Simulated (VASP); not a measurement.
Output of a VASP run:

OUTCAR:
```
 ion  position               nearest neighbor table
   1  0.000  0.000  0.000-   2 2.36   2 2.36   2 2.36   2 2.36
   2  0.250  0.250  0.250-   1 2.36   1 2.36   1 2.36   1 2.36
  LATTYP: Found a face centered cubic cell.
 ALAT       =     5.4571896588
 Subroutine PRICEL returns:
 Original cell was already a primitive cell.
 Subroutine GETGRP returns: Found 24 space group operations
The static configuration has the point symmetry T_d .
The dynamic configuration has the point symmetry T_d .
 Subroutine INISYM returns: Found 24 space group operations
 Subroutine IBZKPT returns following result:
 Found     29 irreducible k-points:

 Following reciprocal coordinates:
            Coordinates               Weight
  0.000000  0.000000  0.000000      1.000000
  0.125000  0.000000  0.000000      8.000000
  0.250000  0.000000  0.000000      8.000000
  0.375000  0.000000  0.000000      8.000000
  0.500000  0.000000  0.000000      4.000000
  0.125000  0.125000  0.000000      6.000000
  0.250000  0.125000  0.000000     24.000000
  0.375000  0.125000  0.000000     24.000000
  0.500000  0.125000  0.000000     24.000000
 -0.375000  0.125000  0.000000     24.000000
 -0.250000  0.125000  0.000000     24.000000
 -0.125000  0.125000  0.000000     12.000000
  0.250000  0.250000  0.000000      6.000000
  0.375000  0.250000  0.000000     24.000000
  0.500000  0.250000  0.000000     24.000000
 -0.375000  0.250000  0.000000     24.000000
 -0.250000  0.250000  0.000000     12.000000
  0.375000  0.375000  0.000000      6.000000
  0.500000  0.375000  0.000000     24.000000
 -0.375000  0.375000  0.000000     12.000000
  0.500000  0.500000  0.000000      3.000000
  0.375000  0.250000  0.125000     24.000000
  0.500000  0.250000  0.125000     48.000000
 -0.375000  0.250000  0.125000     24.000000
  0.500000  0.375000  0.125000     24.000000
 -0.375000  0.375000  0.125000     48.000000
 -0.250000  0.375000  0.125000     24.000000
 -0.375000  0.500000  0.125000     12.000000
 -0.250000  0.500000  0.250000      6.000000
   k-points           NKPTS =     29   k-points in BZ     NKDIM =     29   number of bands    NBANDS=     13
   number of dos      NEDOS =    301   number of ions     NIONS =      2
   total plane-waves  NPLWV =  21952
   dimension x,y,z NGX =    28 NGY =   28 NGZ =   28
   dimension x,y,z NGXF=    56 NGYF=   56 NGZF=   56
   ions per type =               1   1
   PREC   = accura    normal or accurate (medium, high low for compatibility)
   ISTART =      0    job   : 0-new  1-cont  2-samecut
   ICHARG =      2    charge: 1-file 2-atom 10-const
   ISPIN  =      1    spin polarized calculation?
   LNONCOLLINEAR =      F non collinear calculations
   LSORBIT =      F    spin-orbit coupling
   INIWAV =      1    electr: 0-lowe 1-rand  2-diag
   ENCUT  =  500.0 eV  36.75 Ry    6.06 a.u.   7.04  7.04  7.04*2*pi/ulx,y,z
   NELM   =    100;   NELMIN=  2; NELMDL= -5     # of ELM steps
   EDIFF  = 0.1E-05   stopping-criterion for ELM
   LREAL  =      F    real-space projection
   NLSPLINE    = F    spline interpolate recip. space projectors
   LMAXMIX     =    4 max onsite mixed and CHGCAR
   VOSKOWN=      0    Vosko Wilk Nusair interpolation
   EDIFFG = -.2E-01   stopping-criterion for IOM
   NSW    =     40    number of steps for IOM
   NBLOCK =      1;   KBLOCK =     40    inner block; outer block
   IBRION =      2    ionic relax: 0-MD 1-quasi-New 2-CG
   NFREE  =      1    steps in history (QN), initial steepest desc. (CG)
   ISIF   =      3    stress and relaxation
   ISYM   =      2    0-nonsym 1-usesym 2-fastsym
   TEIN   =    0.0    initial temperature
   TEBEG  =    0.0;   TEEND  =   0.0 temperature during run
   SMASS  =  -3.00    Nose mass-parameter (am)
   PSTRESS=  100.0 pullay stress
   NELECT =      18.0000    total number of electrons
   EFERMI =   0.00;   METHOD = LEGACY
   ISMEAR =     0;   SIGMA  =   0.05  broadening in eV -4-tet -1-fermi 0-gaus
   IALGO  =     38    algorithm
...
```

### OSZICAR
```
       N       E                     dE             d eps       ncg     rms          rms(c)
DAV:   1     0.796882123795E+02    0.79688E+02   -0.92249E+03   778   0.190E+03
DAV:   2    -0.304883873724E+01   -0.82737E+02   -0.80107E+02   814   0.325E+02
DAV:   3    -0.909737759246E+01   -0.60485E+01   -0.60222E+01   944   0.747E+01
DAV:   4    -0.918843124160E+01   -0.91054E-01   -0.91022E-01   860   0.103E+01
DAV:   5    -0.918992630233E+01   -0.14951E-02   -0.14950E-02   917   0.114E+00    0.333E+00
DAV:   6    -0.899876174867E+01    0.19116E+00   -0.28642E-01  1170   0.129E+01    0.199E+00
DAV:   7    -0.895543170631E+01    0.43330E-01   -0.89644E-02  1122   0.304E+00    0.554E-01
DAV:   8    -0.895356909639E+01    0.18626E-02   -0.11478E-02   879   0.157E+00    0.145E-01
DAV:   9    -0.895369764336E+01   -0.12855E-03   -0.87394E-04   917   0.387E-01    0.400E-02
DAV:  10    -0.895371875306E+01   -0.21110E-04   -0.68117E-05  1039   0.111E-01    0.212E-02
DAV:  11    -0.895373531486E+01   -0.16562E-04   -0.20707E-05   834   0.549E-02    0.310E-03
DAV:  12    -0.895373533502E+01   -0.20163E-07   -0.84077E-07   622   0.174E-02
   1 F= -.64178094E+01 E0= -.64178094E+01  d E =-.641781E+01
```

**OUTCAR**
```
------------------------ aborting loop because EDIFF is reached ----------------------------------------
  FORCE on cell =-STRESS in cart. coord.  units (eV):
  Direction    XX          YY          ZZ          XY          YZ          ZX
  --------------------------------------------------------------------------------------
  Total        2.5213273      2.5213273      2.5213273     -0.0000000     -0.0000000     -0.0000000
  in kB       99.4243260     99.4243260     99.4243260     -0.0000000     -0.0000000     -0.0000000
  external PRESSURE =      -0.5756740 kB  Pullay stress =     100.0000000 kB
  volume of cell :       40.63
      direct lattice vectors                 reciprocal lattice vectors
     0.000000000  2.728594829  2.728594829    -0.183244502  0.183244502  0.183244502
     2.728594829  0.000000000  2.728594829     0.183244502 -0.183244502  0.183244502
     2.728594829  2.728594829  0.000000000     0.183244502  0.183244502 -0.183244502
  FREE ENERGIE OF THE ION-ELECTRON SYSTEM (eV)
  ---------------------------------------------------
  free  energy   TOTEN  =        -8.9537353350 eV

  energy  without entropy=       -8.9537353350  energy(sigma->0) =       -8.95373534
  enthalpy is  TOTEN    =        -6.4178093797 eV   P V=        2.5359259553

 reached required accuracy - stopping structural energy minimisation
```
(Selected blocks of OUTCAR.)

### POSCAR
```
GaAs
1
    0.0000000000     2.7285948294     2.7285948294
    2.7285948294    -0.0000000000     2.7285948294
    2.7285948294     2.7285948294     0.0000000000
Ga As
1 1
Direct
  0.0000000000   0.0000000000   0.0000000000
  0.2500000000   0.2500000000   0.2500000000
```

Q: Write an INCAR and KPOINTS that could have produced this output.

A: One answer among several that fit: the input of the run itself, PBEsol GGA, plane waves, VASP's PBE PAW potentials (set 64).

INCAR:
```
SYSTEM  =  GaAs
PREC  =  Accurate; ENCUT  =  500; LREAL  =  .False.
LASPH  =  .True.
EDIFF  =  1E-6; NELM  =  100; ALGO  =  Normal
LMAXMIX  =  4
ISMEAR  =  0; SIGMA  =  0.05
GGA  =  PS
IBRION  =  2; NSW  =  40; ISIF  =  3
EDIFFG  =  -0.02; PSTRESS  =  100
LWAVE  =  .False.; LCHARG  =  .False.
```

**KPOINTS**
```
kpoints
0
G
 8 8 8
```

POTCAR, in this order: Ga_d As (PBE.64 set). Program: vasp_std.

The compound is GaAs in the zinc blende structure. It was relaxed first under an external pressure of 10 GPa.
